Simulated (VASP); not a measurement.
Data:

```
CELL_PARAMETERS angstrom
      1.78869    -3.09811     0.00000
      1.78869     3.09811     0.00000
      0.00000     0.00000     5.51367
ATOMIC_POSITIONS crystal
  Dy 0.33333 0.66667 0.25000
  Dy 0.66667 0.33333 0.75000
```

Level of theory: revTPSS meta-GGA, VASP's PBE PAW potentials (set 64) (plane waves; VASP). Numerical set-up: 520 eV cut-off, 13×13×8 Γ-centred mesh, tetrahedra with Blöchl corrections, potentials Dy_3.

The 4f electrons are frozen in the core of the lanthanide potential, so 4f levels, which can set the real gap, and their magnetism are missing.

### Question
Give the energies of bands 7 to 12 at the high-symmetry points, in eV from the Fermi level.

### Answer

| band | Γ | M | K | A | L | H |
|---|---|---|---|---|---|---|
| 7 | -5.14 | -1.91 | -0.99 | -3.48 | -1.96 | -0.57 |
| 8 | -2.18 | -1.48 | -0.73 | -3.48 | -1.96 | -0.57 |
| 9 | 1.46 | -0.99 | -0.73 | 1.10 | 0.07 | -0.43 |
| 10 | 1.85 | 0.06 | -0.45 | 1.10 | 0.07 | -0.43 |
| 11 | 1.85 | 1.47 | 1.25 | 1.73 | 1.74 | 0.61 |
| 12 | 2.39 | 1.74 | 1.25 | 1.73 | 1.74 | 0.61 |

It has no gap at this level: it comes out as a metal or semimetal.

The compound is Dy in the hcp structure. It was relaxed first.
